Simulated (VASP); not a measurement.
Input:

```
CELL_PARAMETERS angstrom
      0.00000     2.26055     2.26055
      2.26055     0.00000     2.26055
      2.26055     2.26055     0.00000
ATOMIC_POSITIONS crystal
  B  0.00000 0.00000 0.00000
  P  0.25000 0.25000 0.25000
```

The numbers are results of PBEsol GGA, VASP's PBE PAW potentials (set 64) (plane waves; VASP), not measurements. Numerical set-up: 600 eV cut-off, 10×10×10 Γ-centred mesh, Gaussian smearing of 0.050 eV, potentials B P.

Q: Estimate the energy per atom (σ→0).

A: 
| Property | Value |
|---|---|
| energy per atom (σ→0) | -6.838 eV/atom |

Only differences to runs with the same potentials and settings are physical.

The compound is BP in the zinc blende structure. It was relaxed first.
